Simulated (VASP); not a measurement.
Output of a VASP run:

**OSZICAR**
```
...
DAV:   6    -0.784131483064E+01    0.18163E+01   -0.53961E+00  1387   0.474E+01    0.264E+00
DAV:   7    -0.783379830155E+01    0.75165E-02   -0.30737E-01   915   0.729E+00    0.171E+00
DAV:   8    -0.782093133409E+01    0.12867E-01   -0.62845E-02  1068   0.368E+00    0.742E-01
DAV:   9    -0.781662212981E+01    0.43092E-02   -0.17398E-02  1354   0.322E+00    0.180E-01
DAV:  10    -0.781687007953E+01   -0.24795E-03   -0.15019E-03  1042   0.668E-01    0.745E-02
DAV:  11    -0.781681634955E+01    0.53730E-04   -0.24395E-04  1385   0.334E-01    0.899E-03
DAV:  12    -0.781681965230E+01   -0.33027E-05   -0.23345E-05   990   0.606E-02    0.506E-03
DAV:  13    -0.781681935667E+01    0.29563E-06   -0.88346E-07   625   0.118E-02
   1 F= -.78168194E+01 E0= -.78168194E+01  d E =-.781682E+01
       N       E                     dE             d eps       ncg     rms          rms(c)
DAV:   1    -0.787517183381E+01   -0.58352E-01   -0.76443E-01  1070   0.246E+01    0.148E+00
DAV:   2    -0.782933434032E+01    0.45837E-01   -0.77278E-02  1110   0.948E+00    0.656E-01
DAV:   3    -0.781840601855E+01    0.10928E-01   -0.12379E-02  1120   0.430E+00    0.167E-01
DAV:   4    -0.781697259817E+01    0.14334E-02   -0.17355E-03  1189   0.662E-01    0.936E-03
DAV:   5    -0.781698038177E+01   -0.77836E-05   -0.88358E-05  1070   0.121E-01    0.128E-02
DAV:   6    -0.781697884049E+01    0.15413E-05   -0.20099E-06   859   0.169E-02    0.906E-03
DAV:   7    -0.781697821508E+01    0.62541E-06   -0.95292E-07   480   0.167E-02
   2 F= -.78169782E+01 E0= -.78169782E+01  d E =-.158858E-03
       N       E                     dE             d eps       ncg     rms          rms(c)
DAV:   1    -0.783181485640E+01   -0.14836E-01   -0.18431E-01  1060   0.124E+01    0.710E-01
DAV:   2    -0.782116602627E+01    0.10649E-01   -0.17401E-02  1105   0.448E+00    0.320E-01
DAV:   3    -0.781850759593E+01    0.26584E-02   -0.31964E-03  1100   0.223E+00    0.766E-02
DAV:   4    -0.781818059203E+01    0.32700E-03   -0.41939E-04  1207   0.304E-01    0.770E-03
DAV:   5    -0.781817848099E+01    0.21110E-05   -0.10783E-05  1058   0.362E-02    0.613E-03
DAV:   6    -0.781817844168E+01    0.39318E-07   -0.94325E-08   485   0.345E-03
   3 F= -.78181784E+01 E0= -.78181784E+01  d E =-.135909E-02
       N       E                     dE             d eps       ncg     rms          rms(c)
DAV:   1    -0.781833673426E+01   -0.15825E-03   -0.23091E-03  1065   0.138E+00    0.794E-02
DAV:   2    -0.781820139713E+01    0.13534E-03   -0.22889E-04  1095   0.523E-01    0.358E-02
DAV:   3    -0.781816953310E+01    0.31864E-04   -0.40045E-05  1115   0.248E-01    0.877E-03
DAV:   4    -0.781816576236E+01    0.37707E-05   -0.53223E-06   986   0.348E-02    0.545E-04
DAV:   5    -0.781816578376E+01   -0.21396E-07   -0.21588E-07   470   0.504E-03
   4 F= -.78181658E+01 E0= -.78181658E+01  d E =-.134643E-02
       N       E                     dE             d eps       ncg     rms          rms(c)
DAV:   1    -0.781821747026E+01   -0.51708E-04   -0.55864E-04  1065   0.674E-01    0.391E-02
DAV:   2    -0.781818506603E+01    0.32404E-04   -0.54186E-05  1110   0.250E-01    0.175E-02
DAV:   3    -0.781817699068E+01    0.80754E-05   -0.94762E-06  1100   0.121E-01    0.432E-03
DAV:   4    -0.781817585376E+01    0.11369E-05   -0.99011E-07   510   0.167E-02    0.376E-04
DAV:   5    -0.781817585668E+01   -0.29172E-08   -0.22083E-07   470   0.640E-03
   5 F= -.78181759E+01 E0= -.78181759E+01  d E =-.135650E-02
```

**OUTCAR**
```
------------------------ aborting loop because EDIFF is reached ----------------------------------------
  FORCE on cell =-STRESS in cart. coord.  units (eV):
  Direction    XX          YY          ZZ          XY          YZ          ZX
  --------------------------------------------------------------------------------------
  Total        0.0115691      0.0115691      0.0115691      0.0000000      0.0000000      0.0000000
  in kB        0.8114661      0.8114661      0.8114661      0.0000000      0.0000000      0.0000000
  external PRESSURE =       0.8114661 kB  Pullay stress =       0.0000000 kB
  volume of cell :       22.84
      direct lattice vectors                 reciprocal lattice vectors
    -0.000000000  2.252008822  2.252008822    -0.222023997  0.222023997  0.222023997
     2.252008822  0.000000000  2.252008822     0.222023997 -0.222023997  0.222023997
     2.252008822  2.252008822  0.000000000     0.222023997  0.222023997 -0.222023997
  FREE ENERGIE OF THE ION-ELECTRON SYSTEM (eV)
  ---------------------------------------------------
  free  energy   TOTEN  =        -7.8181758567 eV

  energy  without entropy=       -7.8181758567  energy(sigma->0) =       -7.81817586

 reached required accuracy - stopping structural energy minimisation
```
(Selected blocks of OUTCAR.)

### POSCAR
```
GaN
1
    0.0000000000     2.2600000000     2.2600000000
    2.2600000000     0.0000000000     2.2600000000
    2.2600000000     2.2600000000     0.0000000000
Ga N
1 1
Direct
  0.0000000000   0.0000000000   0.0000000000
  0.2500000000   0.2500000000   0.2500000000
```

### Question
Write an INCAR and KPOINTS that could have produced this output.

### Answer
One answer among several that fit: the input of the run itself, vdW-DF-cx, plane waves, VASP's PBE PAW potentials (set 64).

INCAR:
```
LREAL = .FALSE.
ISIF = 3
NSW = 60
ISMEAR = 0   # Gaussian
LCHARG = .FALSE.
ENCUT = 520   # plane-wave cut-off (eV)
PREC = Accurate
LWAVE = .FALSE.
NELM = 100
GGA = CX
LMAXMIX = 4   # l cut-off of mixed one-centre charges
EDIFFG = -0.01
IBRION = 2   # conjugate gradients
SIGMA = 0.05
AGGAC = 0.0
ALGO = Normal
LASPH = .TRUE.
SYSTEM = GaN
EDIFF = 1E-6
LUSE_VDW = .TRUE.
```

File KPOINTS:
```
K-points
0
Gamma
9 9 9
0 0 0
```

POTCAR, in this order: Ga_d N (PBE.64 set). Program: vasp_std.

The compound is GaN in the zinc blende structure, a metastable form; wurtzite is the usual one. This run relaxes it. Symmetry was kept, so distortions that lower it aren't found.
